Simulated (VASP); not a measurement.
Consider the following.

```yaml
crystal:
  lattice:
    - [3.83366, 0.00000, 0.00000]
    - [-1.91683, 3.32005, 0.00000]
    - [0.00000, 0.00000, 6.24790]
  atoms:
    - { symbol: Sn, position: [0.00000, 0.00000, 0.00000] }
    - { symbol: Se, position: [0.33333, 0.66667, 0.25212] }
    - { symbol: Se, position: [0.66667, 0.33333, 0.74788] }
```

Level of theory: r2SCAN+rVV10, VASP's PBE PAW potentials (set 64) (plane waves; VASP). Numerical set-up: 400 eV cut-off, 6×6×3 Γ-centred mesh, Gaussian smearing of 0.050 eV, potentials Sn_d Se.

Task: Estimate the energy per atom (σ→0).

Result: 
energy per atom (σ→0): -17.987 eV/atom

The absolute energy has meaning only against runs of the same code, potentials and settings.

The structure comes from a measured SnSe2 entry (P-3m1) of the Crystallography Open Database, whose conditions weren't checked. It was relaxed first. The start is the result of an earlier pass.
